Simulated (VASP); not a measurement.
An input for Quantum ESPRESSO's pw.x (written as the equivalent of a VASP run, and not itself run):

```
&CONTROL
  calculation = 'scf'
  pseudo_dir = './pseudo'
  outdir = './out'
  tprnfor = .true.
  tstress = .true.
/
&SYSTEM
  ibrav = 0
  nat = 5
  ntyp = 3
  ecutwfc = 88
  occupations = 'smearing'
  smearing = 'gaussian'
  degauss = 0.003675
  input_dft = 'pz'
/
&ELECTRONS
  conv_thr = 7.3e-08
  electron_maxstep = 100
/
ATOMIC_SPECIES
  Sr 87.620 Sr.upf
  As 74.922 As.upf
  Ru 101.070 Ru.upf
CELL_PARAMETERS angstrom
    -2.0874050    2.0874050    5.7004800
     2.0874050   -2.0874050    5.7004800
     2.0874050    2.0874050   -5.7004800
ATOMIC_POSITIONS crystal
  Sr   0.0128280 -0.0114270 -0.0001070
  As   0.6419230  0.6350920 -0.0129720
  As   0.3488460  0.3680680  0.0106050
  Ru   0.2469000  0.7562180  0.5074580
  Ru   0.7495030  0.2520500  0.4950160
K_POINTS automatic
  6 6 6 0 0 0
```

Question: Translate this input to VASP (INCAR, KPOINTS, POSCAR, choice of POTCAR).

Answer: This is not unique; one that fits is 
### INCAR
```
! general
SYSTEM  = Sr(AsRu)2
PREC    = Accurate
ENCUT   = 300
LREAL   = .FALSE.
LASPH   = .TRUE.

! electronic loop
EDIFF   = 1E-6
NELM    = 100
ALGO    = Normal
LMAXMIX = 4

! smearing
ISMEAR  = 0
SIGMA   = 0.05

! ions
ISIF    = 2

! output
LWAVE   = .FALSE.
LCHARG  = .FALSE.
```

**KPOINTS**
```
Automatic mesh
0
Gamma
6 6 6
0 0 0
```

File POSCAR:
```
Sr(AsRu)2
1
   -2.0874050000     2.0874050000     5.7004800000
    2.0874050000    -2.0874050000     5.7004800000
    2.0874050000     2.0874050000    -5.7004800000
Sr As Ru
1 2 2
Direct
  0.0128280000  -0.0114270000  -0.0001070000
  0.6419230000   0.6350920000  -0.0129720000
  0.3488460000   0.3680680000   0.0106050000
  0.2469000000   0.7562180000   0.5074580000
  0.7495030000   0.2520500000   0.4950160000
```

POTCAR, in this order: Sr_sv As Ru_pv (LDA.64 set). Program: vasp_std.

What does not carry over: the potentials are each code's own (VASP's PAW set, PseudoDojo norm-conserving files in pw.x), so ENCUT and ecutwfc are chosen apart and not converted; conv_thr bounds pw.x's estimated SCF error, while EDIFF bounds the energy change between steps.

The structure comes from a computed database's Ru2SrAs2 entry (I4/mmm); how it stands against other phases isn't given here. The cell was not relaxed at this level, atoms are displaced from their ideal sites. The k-mesh is coarse (spacing up to 0.35 per Å, 2π included), so the numbers may not be converged in it.
